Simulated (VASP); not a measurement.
Method: optB88-vdW, VASP's PBE PAW potentials (set 64) (plane waves; VASP).

VASP input:

### INCAR
```
ENCUT=520
NELM=100
ALGO=Normal   ! blocked Davidson
ISIF=2
SYSTEM=BaTiO3
EDIFF=1E-7
LASPH=T   ! aspherical one-centre terms
GGA=BO
LUSE_VDW=T
LMAXMIX=4   ! l cut-off of mixed one-centre charges
PREC=Accurate
AGGAC=0.0
LCHARG=F
PARAM2=0.22
PARAM1=0.1833333333
ISMEAR=0   ! Gaussian
LREAL=F   ! projection in real space or not
SIGMA=0.05   ! width (eV)
LWAVE=F
```

### POSCAR
```
BaTiO3
1.0
  4.0995555566   0.0000000000   0.0000000000
  0.0000000000   4.0995555566   0.0000000000
  0.0000000000   0.0000000000   4.0995555566
Ba Ti O
1 1 3
Cartesian
  0.0000000000   0.0000000000   0.0000000000
  2.0497777783   2.0497777783   2.0497777783
  2.0497777783   0.0000000000   2.0497777783
  0.0000000000   2.0497777783   2.0497777783
  2.0497777783   2.0497777783   0.0000000000
```

**KPOINTS**
```
Automatic mesh
0
G
6 6 6
0 0 0
```

POTCAR, in this order: Ba_sv Ti_sv O (PBE.64 set). Program: vasp_std.

Unless said otherwise, spin-orbit coupling is left out, though it shifts the bands of the heavy elements here.

Q: What does the run give for the energy per atom (σ→0), pressure, band gap (on the k-mesh)?

A: 
```json
{
 "energy per atom (σ→0)": "-6.170 eV/atom",
 "band gap (on the k-mesh)": "1.60 eV",
 "pressure": "-8.69 GPa"
}
```

OSZICAR:
```
...
DAV:  12    -0.308518957691E+02    0.71296E-03   -0.17896E-02  1224   0.110E+00    0.185E-01
DAV:  13    -0.308513591795E+02    0.53659E-03   -0.14654E-03  1152   0.365E-01    0.738E-02
DAV:  14    -0.308512858676E+02    0.73312E-04   -0.63689E-04  1368   0.197E-01    0.195E-02
DAV:  15    -0.308512832272E+02    0.26404E-05   -0.44727E-05  1168   0.610E-02    0.436E-03
DAV:  16    -0.308512833212E+02   -0.94028E-07   -0.30371E-06  1304   0.166E-02    0.424E-03
DAV:  17    -0.308512830915E+02    0.22974E-06   -0.20792E-06  1256   0.978E-03    0.979E-04
DAV:  18    -0.308512830865E+02    0.50140E-08   -0.75450E-08   528   0.236E-03
   1 F= -.30851283E+02 E0= -.30851283E+02  d E =-.231241E-13
```

The compound is BaTiO3 in the cubic perovskite structure, the ideal cubic form; the compound distorts at low or room temperature. This cell is one point of a volume scan, at 1.06 of the reference volume.
